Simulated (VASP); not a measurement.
Consider the following.

```xyz
3
Lattice="0.0000 2.1578 2.1578 2.1578 0.0000 2.1578 2.1578 2.1578 0.0000" Properties=species:S:1:pos:R:3 pbc="T T T"
Be     1.0789     1.0789     1.0789
Be     3.2366     3.2366     3.2366
C      0.0000     0.0000     0.0000
```

Calculation: PBEsol GGA, VASP's PBE PAW potentials (set 64) (plane waves; VASP). Settings: 520 eV cut-off, 13×13×13 Γ-centred mesh, Gaussian smearing of 0.010 eV, potentials Be C.

Problem. The job: Be2C (antifluorite), 3 atoms, PBEsol, optics run with many empty bands, 520 eV, 13×13×13 Γ-centred mesh. Roughly how much core time does it take on a busy server core?

Solution. About 20 core-seconds (one run on a shared machine, a rough figure). It had 84 irreducible k-points, 24 bands, up to 556 plane waves and 11 electronic steps.

The compound is Be2C in the antifluorite structure. It was relaxed first.
